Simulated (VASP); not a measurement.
Here is the system:

```xyz
2
Lattice="0.0000 2.4440 2.4440 2.4440 0.0000 2.4440 2.4440 2.4440 0.0000" Properties=species:S:1:pos:R:3 pbc="T T T"
Na     0.0000     0.0000     0.0000
H      2.4440     2.4440     2.4440
```

Level of theory: AM05 GGA, VASP's PBE PAW potentials (set 64) (plane waves; VASP). Run with 520 eV cut-off, 9×9×9 Γ-centred mesh, Gaussian smearing of 0.050 eV, potentials Na_pv H.

Question: Estimate the energy per atom (σ→0).

Answer: 
```
Property                        Value
---------------------  --------------
energy per atom (σ→0)  -2.458 eV/atom
```

The absolute energy has meaning only against runs of the same code, potentials and settings.

The compound is NaH in the rock salt structure. This cell is one point of a volume scan, at 1.03 of the reference volume.
